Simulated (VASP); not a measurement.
Ga3BiO4, 8 atoms in the cell. The structure is tetragonal, space group I-42m (No. 121). The conventional cell has a = 4.354 Å, b = 4.354 Å, c = 12.274 Å, α = 90.00°, β = 90.00°, γ = 90.00°. Around Ga (site symmetry -4) lie 4 O at 1.84 Å. Ga (site symmetry -42m) has 4 O at 2.51 Å as nearest neighbours. Bi (site symmetry -42m) is surrounded by 4 O at 2.64 Å. Around O (site symmetry m) lie 2 Ga at 1.84 Å. The cell was built by a generator and needn't be a form met in nature.

- Program: VASP 6.6.1
- Task: relaxation of cell and atoms
- Functional: PBE
- Potentials or basis: VASP PAW PBE potentials, release 64 (Ga_d, Bi_d, O)
- Cutoff: 520 eV
- k mesh: 10 × 10 × 10
- Occupations: gaussian, width 0.1 eV
- Spin: no spin polarisation
- Further INCAR settings: ALGO = Normal; EDIFF = 1e-06; IBRION = 2; EDIFFG = -0.01; NSW = 90; ISIF = 3

Potentials or basis: VASP PAW PBE potentials, release 64 (Ga_d, Bi_d, O).

Launch:

```sh
$ cat potpaw_PBE.64/Ga_d/POTCAR potpaw_PBE.64/Bi_d/POTCAR potpaw_PBE.64/O/POTCAR > POTCAR
$ mpirun -np 4 vasp_std > vasp.out
```

Hardware: 4 MPI ranks on Intel(R) Xeon(R) Platinum 8559C (Emerald Rapids), on a shared host.

How long does it take, and how much memory?

Wall time 38 min on 4 MPI ranks on Intel(R) Xeon(R) Platinum 8559C (Emerald Rapids), on a shared host, peak memory 0.77 GiB a rank. Counts: scf iterations 131, k points 102, ion steps 17.
